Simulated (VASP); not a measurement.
Level of theory: PBE GGA, VASP's PBE PAW potentials (set 64) (plane waves; VASP 6.6.1).

VASP input:

File POSCAR:
```
ZrO2
1.0
  0.0000000000   2.5959000000   2.5959000000
  2.5959000000   0.0000000000   2.5959000000
  2.5959000000   2.5959000000   0.0000000000
Zr O
1 2
Direct
  0.0000000000   0.0000000000   0.0000000000
  0.2500000000   0.2500000000   0.2500000000
  0.7500000000   0.7500000000   0.7500000000
```

INCAR:
```
LWAVE  =  .FALSE.
ISMEAR  =  0   # Gaussian
GGA  =  PE
KGAMMA  =  .FALSE.
EDIFF  =  1E-6   # SCF stop (eV)
LCHARG  =  .FALSE.
LASPH  =  .TRUE.
LREAL  =  .FALSE.   # projection in real space or not
KSPACING  =  0.25
ENCUT  =  520   # plane-wave cut-off (eV)
PREC  =  Accurate
ISIF  =  2
ALGO  =  Normal   # blocked Davidson
SIGMA  =  0.05   # width (eV)
NELM  =  100
SYSTEM  =  ZrO2
LMAXMIX  =  4
```

POTCAR, in this order: Zr_sv O (PBE.64 set). Program: vasp_std.

**Question.** Estimate the energy per atom (σ→0), pressure.

**Answer.** 
- energy per atom (σ→0) = -9.509 eV/atom
- pressure = -9.28 GPa

### OSZICAR
```
...
DAV:   8    -0.285237053111E+02    0.36987E-01   -0.20764E-01  1464   0.459E+00    0.511E-01
DAV:   9    -0.285251616614E+02   -0.14564E-02   -0.12755E-02  1544   0.910E-01    0.358E-01
DAV:  10    -0.285265780069E+02   -0.14163E-02   -0.39292E-03  1304   0.681E-01    0.121E-01
DAV:  11    -0.285266448226E+02   -0.66816E-04   -0.13433E-03  1504   0.309E-01    0.131E-01
DAV:  12    -0.285265818827E+02    0.62940E-04   -0.37008E-04  1256   0.149E-01    0.353E-03
DAV:  13    -0.285265832981E+02   -0.14154E-05   -0.72228E-06  1352   0.235E-02    0.607E-03
DAV:  14    -0.285265840105E+02   -0.71239E-06   -0.20047E-06  1136   0.116E-02
   1 F= -.28526584E+02 E0= -.28526584E+02  d E =-.173982E-18
```

The compound is ZrO2 in the fluorite structure, the high-temperature cubic form, which is unstable at 0 K; the monoclinic form is the stable one. The cell was not relaxed at this level. The run is one of a series of settings (KGAMMA = .FALSE., KSPACING = 0.25, KPOINTS file removed against the base run), some of them coarse on purpose.
